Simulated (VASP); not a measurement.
OSZICAR of a VASP run on PbS (space group Fm-3m):

File OSZICAR:
```
       N       E                     dE             d eps       ncg     rms          rms(c)
DAV:   1     0.137541271493E+03    0.13754E+03   -0.73758E+03   288   0.990E+02
DAV:   2     0.130530609673E+01   -0.13624E+03   -0.13350E+03   304   0.302E+02
DAV:   3    -0.898179274077E+01   -0.10287E+02   -0.10251E+02   358   0.896E+01
DAV:   4    -0.917160064262E+01   -0.18981E+00   -0.18972E+00   348   0.150E+01
DAV:   5    -0.917811088422E+01   -0.65102E-02   -0.65102E-02   390   0.244E+00    0.511E+00
DAV:   6    -0.872699618814E+01    0.45111E+00   -0.13470E+00   428   0.916E+00    0.368E+00
DAV:   7    -0.872578412626E+01    0.12121E-02   -0.14370E-01   298   0.220E+00    0.196E+00
DAV:   8    -0.872852961255E+01   -0.27455E-02   -0.13703E-02   316   0.152E+00    0.107E-01
DAV:   9    -0.872845967908E+01    0.69933E-04   -0.20914E-03   448   0.466E-01    0.971E-02
DAV:  10    -0.872858478048E+01   -0.12510E-03   -0.25765E-04   298   0.134E-01    0.352E-02
DAV:  11    -0.872859688279E+01   -0.12102E-04   -0.71436E-05   350   0.107E-01    0.239E-02
DAV:  12    -0.872859753059E+01   -0.64780E-06   -0.42763E-06   340   0.194E-02
   1 F= -.87285975E+01 E0= -.87285975E+01  d E =-.940011E-14
```

Question: Which electronic solver shows in the log?

Answer: It is blocked Davidson (ALGO = Normal, or the opening steps of other solvers). The INCAR had ALGO = Normal.

Question: Can the final energy be trusted as converged?

Answer: The calculation finished and met its thresholds. It stopped with EDIFF = 1E-6, NELM = 100 (PBE GGA, plane waves, VASP's PBE PAW potentials (set 64)).

The structure is a typed PbS crystal. The cell was not relaxed at this level.
